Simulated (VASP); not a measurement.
BiSbS4:

```xyz
6
Lattice="6.1226 0.0000 0.0000 -3.0613 5.3023 0.0000 0.0000 0.0000 4.8296" Properties=species:S:1:pos:R:3 pbc="T T T"
Sb    0.0000    0.0000    0.0000
Bi    3.0613    1.7674    0.0000
S     0.0000    3.5349    0.0000
S     1.5241    4.4148    2.4148
S    -1.5241    4.4148    2.4148
S     0.0000    1.7751    2.4148
```

The cell was built by a generator and needn't be a form met in nature.

| Quantity | Value |
| --- | --- |
| Program | VASP 6.6.1 |
| Task | relaxation of cell and atoms |
| Functional | PBE |
| Potentials or basis | VASP PAW PBE potentials, release 64 (Sb, Bi_d, S) |
| Cutoff | 520 eV |
| k mesh | 3 × 3 × 3 |
| Occupations | gaussian, width 0.15 eV |
| Spin | no spin polarisation |

At the start: pressure -8.4 GPa; volume 26.13 Å³/atom.

Where does the relaxation end?

Over 9 steps the energy falls by 162.7 meV/atom and the volume is 21.14 Å³/atom (-19.1 %); space group P-6m2 (No. 187, to 0.05 Å).

The path:
| step | energy change (eV) | largest force (eV/Å) | pressure (GPa) | volume (Å³) |
| --- | --- | --- | --- | --- |
| 1 | 0.0000 | 0.0294 | -8.41 | 156.79 |
| 2 | -0.9432 | 0.3068 | -0.18 | 127.67 |
| 3 | -0.9435 | 0.3097 | -0.05 | 127.24 |
| 4 | -0.9704 | 0.1761 | 0.06 | 126.75 |
| 5 | -0.9746 | 0.0846 | 0.09 | 126.44 |
| 6 | -0.9746 | 0.0978 | 0.22 | 126.46 |
| 7 | -0.9736 | 0.1347 | 0.14 | 126.61 |
| 8 | -0.9746 | 0.0913 | 0.14 | 126.48 |
| 9 | -0.9762 | 0.0661 | 0.04 | 126.85 |

Final structure:
```yaml
crystal:
  lattice:
    - [5.64605, 0.00000, 0.00000]
    - [-2.82302, 4.88962, 0.00000]
    - [0.00000, 0.00000, 4.59498]
  atoms:
    - { symbol: Sb, position: [0.00000, 0.00000, 0.00000] }
    - { symbol: Bi, position: [0.66667, 0.33333, 0.00000] }
    - { symbol: S, position: [0.33333, 0.66667, 0.00000] }
    - { symbol: S, position: [0.65987, 0.82993, 0.50000] }
    - { symbol: S, position: [0.17007, 0.82993, 0.50000] }
    - { symbol: S, position: [0.17007, 0.34013, 0.50000] }
```

Caveat: the k mesh is coarse (spacing up to 0.43 Å⁻¹), so the values aren't converged; the volume moved by over 15 % at a fixed basis, so the end points are rough.
